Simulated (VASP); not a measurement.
Data:

```
BeMg3Te4
1.0
    6.29708     0.00000     0.00000
    0.00000     6.29708     0.00000
    0.00000     0.00000     6.29708
Mg Te Be
3 4 1
Direct
  0.00000   0.00000   0.00000
  0.50000   0.50000   0.00000
  0.50000   0.00000   0.50000
  0.22962   0.27038   0.27038
  0.77038   0.72962   0.27038
  0.77038   0.27038   0.72962
  0.22962   0.72962   0.72962
  0.00000   0.50000   0.50000
```

These are PBE GGA, VASP's PBE PAW potentials (set 64) (plane waves; VASP) values and carry that method's errors. Run with 400 eV cut-off, 3×3×3 Γ-centred mesh, Gaussian smearing of 0.050 eV, potentials Mg Te Be.

Unless said otherwise, spin-orbit coupling is left out, though it shifts the bands of the heavy elements here.

Problem. What does the run give for the energy per atom (σ→0), band gap (on the k-mesh) with the smallest direct gap where there is one?

Solution. 
The band gap (on the k-mesh) is 2.34 eV. The smallest direct gap (on the k-mesh) comes out as 2.34 eV and the energy per atom (σ→0) is -3.314 eV/atom.

The absolute energy has meaning only against runs of the same code, potentials and settings.

The structure was generated: BeMg3Te4 was put into an ordered model structure (P-43m), which need not be its known phase. It was relaxed first.
